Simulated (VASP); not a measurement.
# Diamond under biaxial (111) strain from −2 % to +2 %: normal strain, stress, strain energy and moduli at LDA

Every member is diamond: each carbon atom has four sp³ bonds, one along the (111) normal and three leaning close to the plane. In-plane strain therefore loads three bonds directly and the fourth mainly through the bond angles.

My brief is a clamped, nearly flawless single-crystal (111) membrane, 100 nm thick, that serves as a tension standard. It must carry at least 500 N/m of edge, and its stress must stay within 6 % of the straight line through small strains, so that a strain reading can be turned into a force with one constant. Among the rows that pass, I take the one with the highest tension. Strain is measured from the LDA-relaxed crystal, and the stress is the in-plane stress with the normal face free.

## Calculations

The start is a typed prototype cell. The crystal was relaxed with LDA. Equal strain is imposed in the (111) plane; the strain along the normal is adjusted until the normal stress vanishes, and the atoms are relaxed with LDA. VASP 6.6.1, plane waves with PAW, cutoff 600 eV, no spin polarisation, no spin-orbit coupling, k mesh 14×14×14, static lattice.

Notes on method and selection:

- Runs that did not converge, have known faults or may not be shown are not listed, and runs on Ansatz's PAW sets soft_1 and soft_2 are kept to separate tables.

Columns:

- strain (%): strain in the plane (tension positive).
- gap (eV): band gap on the k mesh at LDA.
- normal strain (%): strain along the normal.
- stress (GPa): in-plane stress, tension positive.
- strain energy (meV/atom): energy per atom above the relaxed crystal.

## Computed values

| member | strain (%) | gap (eV) | normal strain (%) | stress (GPa) | strain energy (meV/atom) |
| --- | --- | --- | --- | --- | --- |
| −2 % | −2.0 | 4.193 | 0.244 | −28.98 | 20.31 |
| −1.5 % | −1.5 | 4.193 | 0.182 | −21.26 | 11.50 |
| −1 % | −1.0 | 4.189 | 0.121 | −13.87 | 5.24 |
| −0.5 % | −0.5 | 4.180 | 0.061 | −6.80 | 1.41 |
| 0 % | 0.0 | 4.166 | 0.003 | −0.04 | 0.00 |
| +0.5 % | 0.5 | 4.129 | −0.055 | 6.43 | 0.82 |
| +1 % | 1.0 | 4.094 | −0.110 | 12.61 | 3.87 |
| +1.5 % | 1.5 | 4.060 | −0.165 | 18.51 | 9.03 |
| +2 % | 2.0 | 4.027 | −0.218 | 24.14 | 16.25 |

Least-squares fits to the whole series, with x = strain (%); R² and errors in the fitted variable (y, or ln y where the fit is in ln y):

| y | members | fit | R² | rms residual | leave-one-out rms | the same for the mean of the others |
| --- | --- | --- | --- | --- | --- | --- |
| normal strain (%) | 9 | y = 0.007000 − 0.1156 x | 1.00 | 0.0038 | 0.0054 | 0.17 |
| stress (GPa) | 9 | y = −1.029 + 13.27 x | 1.00 | 0.87 | 1.2 | 19 |

## Why the values move as they do

The stress climbs from −28.98 GPa at −2 % to 24.14 GPa at +2 %. From the ±0.5 % rows the small-strain biaxial modulus is M = (6.43 + 6.80) / 0.010 = 1323 GPa. The normal strain runs the other way and stays small: R = −(normal strain)/(in-plane strain) = (0.244 + 0.218) / 4.0 = 0.1155.

These two numbers fix two moduli of the cubic crystal. The volume part gives B = 2M / [3(2 − R)] = 2 × 1323 / (3 × (2 − 0.1155)) = 468 GPa. The trigonal shear gives C₄₄ = M / [2(1 + R)] = 1323 / (2 × (1 + 0.1155)) = 593 GPa. C₁₁ and C₁₂ enter only as the sum C₁₁ + 2C₁₂ = 3B, so this strain does not give them singly. The normal contracts little because diamond resists a change of bond angle so strongly: the crystal accepts a larger volume rather than a large change of shape.

The stress is not quite linear. Per percent of strain, M is 1323 / 100 = 13.23 GPa. Stretched bonds soften and compressed bonds stiffen, so the stress at +2 % is 8.8 % smaller than M times the strain, and at −2 % it is larger in size by 28.98 / (13.23 × 2.0) − 1 = 9.5 %. At ±1 % the departures are about 5 %. A parabola through the 0 % and ±1 % rows has the linear coefficient (12.61 + 13.87) / 2 = 13.24 GPa per % and the quadratic coefficient (12.61 − 13.87) / 2 + 0.04 = −0.59 GPa per %². With x in %, stress = −0.04 + 13.24 x − 0.59 x² (GPa) then meets the nine rows with a typical miss of 0.04 GPa, against 0.87 GPa for the straight fit and 19 GPa for the mean of the others. The intercept of −1.029 GPa in the straight fit is this curvature, not a stress in the relaxed crystal.

The strain energy, averaged over the two signs, is close to quadratic: (20.31 + 16.25) / (2 × 4) = 4.57 meV/atom per %² at 2 %, and (5.24 + 3.87) / 2 = 4.56 at 1 %.

## Members off the line

Largest departures from the fit to the whole series:

| member | normal strain (%) | fit | computed − fit | in rms residuals |
| --- | --- | --- | --- | --- |
| +2 % | −0.218 | −0.224 | +0.006 | 1.6 |
| −2 % | 0.244 | 0.238 | +0.006 | 1.5 |
| +0.5 % | −0.055 | −0.051 | −0.004 | 1.1 |
| 0 % | 0.003 | 0.007 | −0.004 | 1.1 |

No row leaves the stress or normal-strain trend; the small departures in normal strain follow a smooth curvature. The strain energy is odd at small strain. At ±0.5 % it is 0.82 meV/atom in tension and 1.41 in compression, a far larger relative asymmetry than the stress allows, and the relative asymmetry shrinks as the strain grows. That is the mark of a term linear in strain.

The likely cause is the finite plane-wave basis. The stress is a derivative at a fixed set of plane waves, while at a fixed cutoff a larger cell receives more of them and its energy drops slightly. The sign fits. From the ±0.5 % rows the linear term lowers the energy by (1.41 − 0.82) / 1.0 = 0.59 meV/atom per % of tension. The energy minimum then lies near 0.59 / (2 × 4.56) = 0.06 % tension instead of at zero. I trust the moduli from the stress, and I use the energies only as averages over both signs.

## Choosing a member

I convert stress to tension per length of edge with N = stress × t and t = 100 nm, so 1 GPa gives 100 N/m. The departure from linearity is 1 − stress / (13.23 x), with stress in GPa and x in %; the constant is M per percent of strain.

The four compressed rows would buckle a membrane, and the unstrained row carries no useful tension. Four rows remain:

- **+0.5 %:** N = 6.43 × 100 = 643 N/m; departure 1 − 6.43 / (13.23 × 0.5) = 2.8 %. It passes.
- **+1 %:** N = 12.61 × 100 = 1261 N/m; departure 1 − 12.61 / (13.23 × 1.0) = 4.7 %. It passes.
- **+1.5 %:** N = 18.51 × 100 = 1851 N/m; departure 1 − 18.51 / (13.23 × 1.5) = 6.7 %. It fails on linearity.
- **+2 %:** N = 24.14 × 100 = 2414 N/m; departure 1 − 24.14 / (13.23 × 2.0) = 8.8 %. It fails on linearity.

Static LDA makes diamond too stiff by roughly 5 % against room temperature. Scaled down by 1 − 0.05 = 0.95, the two passing rows give 1261 × 0.95 = 1198 N/m and 643 × 0.95 = 611 N/m. The uncertain strain origin, 0.06 %, is worth another 0.06 × 13.23 = 0.8 GPa, or 80 N/m. Both rows still clear 500 N/m. A common scale error cancels in the departure from linearity, so that test is safer than the absolute tension.

My pick is +1 %, and the runner-up is +0.5 %. A linearity limit of 4 % would reverse them, and a limit of 7 % would admit +1.5 % and make it the pick. If the curved law were used for calibration, the linearity limit would lose its purpose and +2 % would carry the most.

Fracture could overturn the whole selection. Ordinary grown diamond films break at a few GPa, roughly, because cracks start at flaws and grain boundaries. Such a film might not survive even the +0.5 % row, which is why the brief asks for a nearly flawless crystal.

## What to take away

Between −1 % and +1 %, one modulus gives the stress at the calculated rows to about 5 %; out to ±2 % a quadratic term is needed. B and C₄₄ follow from the stress and the normal strain together.

Two omitted effects exceed the spread of a column. Zero-point motion adds roughly 0.2 eV/atom, against at most 20.31 meV/atom of strain energy; most of it is constant, but the rest lengthens the cell edges by a few tenths of a percent. LDA also places the gap too low by more than 1 eV, while the gap column spans only 0.166 eV.
